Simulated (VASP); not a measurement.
Consider the following.

```xyz
2
Lattice="0.0000 2.7528 2.7528 2.7528 0.0000 2.7528 2.7528 2.7528 0.0000" Properties=species:S:1:pos:R:3 pbc="T T T"
Al     0.0000     0.0000     0.0000
P      1.3764     1.3764     1.3764
```

The numbers are results of PBE GGA, VASP's PBE PAW potentials (set 64) (plane waves; VASP), not measurements. Numerical set-up: 500 eV cut-off, 8×8×8 Γ-centred mesh, Gaussian smearing of 0.050 eV, potentials Al P.

Question: What does the run give for the energy per atom (σ→0), band gap (on the k-mesh) with the smallest direct gap where there is one?

Answer: 
| Property | Value |
|---|---|
| band gap (on the k-mesh) | 1.63 eV |
| smallest direct gap (on the k-mesh) | 3.09 eV |
| energy per atom (σ→0) | -5.188 eV/atom |

The absolute energy has meaning only against runs of the same code, potentials and settings.

The compound is AlP in the zinc blende structure. It was relaxed first.
